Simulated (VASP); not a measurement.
Runs of VASP 6.6.1 on MgO. The structure is cubic, space group Fm-3m (No. 225). The conventional cell has a = 4.245 Å, b = 4.245 Å, c = 4.245 Å, α = 90.00°, β = 90.00°, γ = 90.00°. Mg (site symmetry m-3m) has 6 O at 2.12 Å as nearest neighbours. O (site symmetry m-3m) is surrounded by 6 Mg at 2.12 Å. 

```tsv
task	level	cell	k mesh	cutoff (eV)	grid for exact exchange (PRECFOCK)	screening parameter	exchange at q = 0	gap on the mesh (eV)	pressure (GPa)
relaxation of cell and atoms	PBE	relaxed	12 × 12 × 12	600	-	-	-	4.50	0.0
band structure	PBE	as given	8 × 8 × 8	520	Fast	-	-	4.50	(a)
band structure	HSE06	as given	8 × 8 × 8	520	Fast	0.2 1/A	-	6.21	-5.2
band structure	PBE0	as given	8 × 8 × 8	520	Fast	-	truncated	6.93	-5.2
```

Alike in all rows: potentials or basis VASP PAW PBE potentials, release 64 (Mg, O); no spin polarisation; smearing gaussian 0.03 eV.

Task: Fill in the values left out.

Result: (a) 0.2.

Caveats: the PAW data sets were made with another functional, which shifts forces and pressure a little (some runs); the relaxation stopped at its first step, so nothing moved (some runs).

A k mesh can miss the band edges.
